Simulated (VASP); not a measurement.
Output of a VASP run:

OSZICAR:
```
       N       E                     dE             d eps       ncg     rms          rms(c)
DAV:   1     0.112457150274E+03    0.11246E+03   -0.86076E+03   764   0.152E+03
DAV:   2    -0.703147724523E+00   -0.11316E+03   -0.11012E+03   784   0.322E+02
DAV:   3    -0.865511666368E+01   -0.79520E+01   -0.79009E+01   999   0.899E+01
DAV:   4    -0.888019749803E+01   -0.22508E+00   -0.22493E+00   909   0.169E+01
DAV:   5    -0.888987642979E+01   -0.96789E-02   -0.96785E-02  1088   0.298E+00    0.558E+00
DAV:   6    -0.847110696657E+01    0.41877E+00   -0.82995E-01  1102   0.170E+01    0.336E+00
DAV:   7    -0.844458988315E+01    0.26517E-01   -0.20694E-01  1018   0.405E+00    0.121E+00
DAV:   8    -0.844401126702E+01    0.57862E-03   -0.16993E-02  1002   0.190E+00    0.390E-01
DAV:   9    -0.844457722952E+01   -0.56596E-03   -0.24324E-03   953   0.785E-01    0.196E-01
DAV:  10    -0.844459143233E+01   -0.14203E-04   -0.20395E-04   935   0.122E-01    0.136E-01
DAV:  11    -0.844463688622E+01   -0.45454E-04   -0.48412E-05   854   0.539E-02    0.284E-02
DAV:  12    -0.844464213497E+01   -0.52487E-05   -0.27809E-05   958   0.105E-01    0.223E-02
DAV:  13    -0.844464215410E+01   -0.19132E-07   -0.15220E-06   947   0.129E-02    0.186E-02
DAV:  14    -0.844464232618E+01   -0.17208E-06   -0.73856E-07   849   0.934E-03    0.425E-03
DAV:  15    -0.844464238656E+01   -0.60375E-07   -0.74010E-08   607   0.195E-03
   1 F= -.84446424E+01 E0= -.84446424E+01  d E =-.758553E-16
```

### OUTCAR
```
------------------------ aborting loop because EDIFF is reached ----------------------------------------
  FORCE on cell =-STRESS in cart. coord.  units (eV):
  Direction    XX          YY          ZZ          XY          YZ          ZX
  --------------------------------------------------------------------------------------
  Total        0.6315865      0.6315865      0.6315865      0.0000000      0.0000000      0.0000000
  in kB       19.7443226     19.7443226     19.7443226      0.0000000      0.0000000      0.0000000
  external PRESSURE =      19.7443226 kB  Pullay stress =       0.0000000 kB
  volume of cell :       51.25
      direct lattice vectors                 reciprocal lattice vectors
     0.000000000  2.948200879  2.948200879    -0.169594957  0.169594957  0.169594957
     2.948200879  0.000000000  2.948200879     0.169594957 -0.169594957  0.169594957
     2.948200879  2.948200879  0.000000000     0.169594957  0.169594957 -0.169594957
  FREE ENERGIE OF THE ION-ELECTRON SYSTEM (eV)
  ---------------------------------------------------
  free  energy   TOTEN  =        -8.4446423866 eV

  energy  without entropy=       -8.4446423866  energy(sigma->0) =       -8.44464239
```
(Selected blocks of OUTCAR.)

File POSCAR:
```
InP
1
    0.0000000000     2.9482008788     2.9482008788
    2.9482008788     0.0000000000     2.9482008788
    2.9482008788     2.9482008788     0.0000000000
In P
1 1
Direct
  0.0000000000   0.0000000000   0.0000000000
  0.2500000000   0.2500000000   0.2500000000
```

Write an INCAR and KPOINTS that could have produced this output.

One answer among several that fit: the input of the run itself, PW91 GGA, plane waves, VASP's PBE PAW potentials (set 64).

**INCAR**
```
SYSTEM = InP
PREC = Accurate
ENCUT = 520
EDIFF = 1E-7
NELM = 100
ALGO = Normal
LREAL = .FALSE.
LASPH = .TRUE.
ISMEAR = 0
SIGMA = 0.05
GGA = 91
LMAXMIX = 4
LWAVE = .FALSE.
LCHARG = .FALSE.
ISIF = 2
```

File KPOINTS:
```
Automatic mesh
0
Gamma
8 8 8
0 0 0
```

POTCAR, in this order: In_d P (PBE.64 set). Program: vasp_std.

The compound is InP in the zinc blende structure. This cell is one point of a volume scan, at 0.97 of the reference volume.
